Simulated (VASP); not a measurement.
Energy against volume of HgTe (zinc blende). These are LDA (Ceperley-Alder, Perdew-Zunger), VASP's LDA PAW potentials (set 64) (plane waves; VASP) values and carry that method's errors. Numerical set-up: 520 eV cut-off, 10×10×10 Γ-centred mesh, first-order Methfessel-Paxton smearing of 0.10 eV, potentials Hg Te.

```json
[
 {"V (Å³/atom)": "32.512", "E (eV/atom)": "-2.51436"},
 {"V (Å³/atom)": "33.517", "E (eV/atom)": "-2.51914"},
 {"V (Å³/atom)": "34.523", "E (eV/atom)": "-2.51499"},
 {"V (Å³/atom)": "35.528", "E (eV/atom)": "-2.50343"}
]
```

Question: Fit these four points and predict the energy of the run at 31.506 Å³/atom.

Answer: A cubic in V^(−2/3), the third-order Birch-Murnaghan form, passes through the four points with V0 = 33.52 Å³/atom and B0 = 47 GPa, and gives -2.4988 eV/atom there. The run gave -2.4989 eV/atom, -0.0 meV/atom from the fit; all five points give B0 = 47 GPa.

The compound is HgTe in the zinc blende structure. It was relaxed first.
